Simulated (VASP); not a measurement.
OSZICAR of a VASP run on Si (diamond):

### OSZICAR
```
       N       E                     dE             d eps       ncg     rms          rms(c)
DAV:   1     0.689191890302E+01    0.68919E+01   -0.33562E+03   560   0.764E+02
DAV:   2    -0.114458353254E+02   -0.18338E+02   -0.17743E+02   808   0.830E+01
DAV:   3    -0.117151201921E+02   -0.26928E+00   -0.26732E+00   736   0.124E+01
DAV:   4    -0.117162084699E+02   -0.10883E-02   -0.10883E-02   856   0.807E-01
DAV:   5    -0.117162103775E+02   -0.19076E-05   -0.19076E-05   768   0.253E-02    0.527E+00
DAV:   6    -0.115406401546E+02    0.17557E+00   -0.11657E-01   664   0.174E+00    0.317E+00
DAV:   7    -0.114632943821E+02    0.77346E-01   -0.19729E-01   728   0.235E+00    0.234E-01
DAV:   8    -0.114636686234E+02   -0.37424E-03   -0.48831E-03   616   0.538E-01    0.743E-02
DAV:   9    -0.114637186671E+02   -0.50044E-04   -0.87816E-05   920   0.796E-02    0.554E-02
DAV:  10    -0.114637282443E+02   -0.95771E-05   -0.12125E-05   632   0.249E-02    0.130E-02
DAV:  11    -0.114637279438E+02    0.30043E-06   -0.25926E-07   576   0.367E-03
   1 F= -.10269142E+02 E0= -.10269142E+02  d E =-.102691E+02
```

Task: Which electronic solver shows in the log?

Result: It is blocked Davidson (ALGO = Normal, or the opening steps of other solvers). The INCAR had ALGO = Normal.

Task: Can the final energy be trusted as converged?

Result: The run converged. It stopped with EDIFF = 1E-6, NELM = 100, NSW = 40 and EDIFFG = -0.02 after 1 ionic step (PBEsol GGA, plane waves, VASP's PBE PAW potentials (set 64)).

The compound is Si in the diamond structure. It was relaxed first under an external pressure of 5 GPa.
